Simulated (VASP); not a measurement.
```xyz
2
Lattice="0.0000 2.4082 2.4082 2.4082 0.0000 2.4082 2.4082 2.4082 0.0000" Properties=species:S:1:pos:R:3 pbc="T T T"
B      0.0000     0.0000     0.0000
As     3.6123     3.6123     3.6123
```

Computed with PBE GGA, VASP's PBE PAW potentials (set 64) (plane waves; VASP). Run with PREC = Normal, EDIFF = 1E-5, 450 eV cut-off, 11×11×11 Γ-centred mesh, Gaussian smearing of 0.050 eV, potentials B As.

**Question.** Predict the energy per atom (σ→0).

**Answer.** 
```yaml
energy per atom (σ→0): -5707 meV/atom
```

Only differences to runs with the same potentials and settings are physical.

The compound is BAs in the zinc blende structure. It was relaxed first.
